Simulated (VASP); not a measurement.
Consider the following.

```xyz
12
Lattice="4.4145 -2.4500 0.0000 4.4145 2.4500 0.0000 3.0548 0.0000 4.0198" Properties=species:S:1:pos:R:3 pbc="T T T"
B      2.9641     1.5776     0.0411
B      2.0885     0.0000     2.6295
B      2.9641    -1.5776     0.0411
B      8.9198    -1.5776     3.9788
B      9.7954     0.0000     1.3903
B      8.9198     1.5776     3.9788
B      4.4353     1.0036     0.8886
B      3.8783     0.0000     2.5353
B      4.4353    -1.0036     0.8886
B      7.4486    -1.0036     3.1313
B      8.0056     0.0000     1.4846
B      7.4486     1.0036     3.1313
```

Computed with PBE GGA, VASP's PBE PAW potentials (set 64) (plane waves; VASP 6.6.1). Numerical set-up: 520 eV cut-off, 6×6×6 Γ-centred mesh, tetrahedra with Blöchl corrections, potentials B.

**Question.** Predict the energy per atom (σ→0).

**Answer.** 
| Quantity | Value |
|---|---|
| energy per atom (σ→0) | -6.705 eV/atom |

Total energies compare only between runs with the same potentials, cut-off and functional.

The compound is B in the alpha structure. It was relaxed first.
